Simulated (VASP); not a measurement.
Here is the system:

```yaml
crystal:
  lattice:
    - [0.00000, 2.39305, 2.39305]
    - [2.39305, 0.00000, 2.39305]
    - [2.39305, 2.39305, 0.00000]
  atoms:
    - { symbol: Ca, position: [0.00000, 0.00000, 0.00000] }
    - { symbol: O, position: [0.50000, 0.50000, 0.50000] }
```

Calculation: vdW-DF-cx, VASP's PBE PAW potentials (set 64) (plane waves; VASP). Settings: 520 eV cut-off, 11×11×11 Γ-centred mesh, tetrahedra with Blöchl corrections, potentials Ca_sv O.

Q: Predict the energy per atom (σ→0).

A: 
- energy per atom (σ→0) = -4.565 eV/atom

The absolute energy has meaning only against runs of the same code, potentials and settings.

The compound is CaO in the rock salt structure. It was relaxed first.
